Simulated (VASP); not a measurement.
An input for Ansatz (written as the equivalent of a VASP run, and not itself run):

Ansatz 0.2 input:
```yaml
crystal:
  lattice:
    - [0.0000000, 2.2742386, 2.2742386]
    - [2.2742386, 0.0000000, 2.2742386]
    - [2.2742386, 2.2742386, 0.0000000]
  atoms:
    - { symbol: Hf, position: [0.0000000, 0.0000000, 0.0000000] }
    - { symbol: C, position: [0.5000000, 0.5000000, 0.5000000] }
kpoints:
  mp_grid: { grid: [14, 14, 14] }
hamiltonian:
  xc: lda
  pseudopotentials: { kind: paw }
scf:
  occupations: { method: methfessel_paxton, width: 0.1 }
  max_iter: 100
relax:
  max_steps: 40
  f_tol: 0.02
  cell: { p_target: 5 }
output: { forces: true, stress: true, eigenvalues: true }
```

Question: Translate this input to VASP (INCAR, KPOINTS, POSCAR, choice of POTCAR).

Answer: This is not unique; one that fits is 
**INCAR**
```
SYSTEM = HfC
PREC = Accurate
ENCUT = 620
EDIFF = 1E-6
NELM = 100
ALGO = Normal
LREAL = .FALSE.
LASPH = .TRUE.
ISMEAR = 1
SIGMA = 0.1
LMAXMIX = 6
LWAVE = .FALSE.
LCHARG = .FALSE.
IBRION = 2
ISIF = 3
NSW = 40
EDIFFG = -0.02
PSTRESS = 50
```

### KPOINTS
```
Automatic
0
gamma
14 14 14
```

File POSCAR:
```
HfC
1.0
  0.0000000000   2.2742385551   2.2742385551
  2.2742385551   0.0000000000   2.2742385551
  2.2742385551   2.2742385551   0.0000000000
Hf C
1 1
Cart
  0.0000000000   0.0000000000   0.0000000000
  2.2742385551   2.2742385551   2.2742385551
```

POTCAR, in this order: Hf_pv C (LDA.64 set). Program: vasp_std.

What does not carry over: each code has its own PAW files, so the cut-off isn't converted (ENCUT is set for VASP's; basis.ecutwfc is left out, and Ansatz then takes the one that its files recommend); Ansatz stops its SCF on the density residual and VASP on the energy change (EDIFF); Ansatz's lda is the Perdew-Wang form, while the LDA potentials of VASP carry Perdew-Zunger's.

The compound is HfC in the rock salt structure. It was relaxed first under an external pressure of 5 GPa.
